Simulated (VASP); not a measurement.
Energy against volume of Mg (hcp). Level of theory: LDA (Ceperley-Alder, Perdew-Zunger), VASP's LDA PAW potentials (set 64) (plane waves; VASP 6.6.1). Settings: 520 eV cut-off, 13×13×7 Γ-centred mesh, first-order Methfessel-Paxton smearing of 0.10 eV, potentials Mg.

Shape and ions are relaxed at each volume.

```csv
V (Å³/atom),E (eV/atom)
20.780,-1.80283
21.423,-1.80538
22.066,-1.80303
22.708,-1.79655
```

**Question.** Fit these four points and predict the energy of the run at 20.138 Å³/atom.

**Answer.** A cubic in V^(−2/3), the third-order Birch-Murnaghan form, passes through the four points with V0 = 21.42 Å³/atom and B0 = 41 GPa, and gives -1.7945 eV/atom there. The run gave -1.7945 eV/atom, -0.0 meV/atom from the fit; all five points give B0 = 41 GPa.

The compound is Mg in the hcp structure. It was relaxed first, which changed the volume by -8 %.
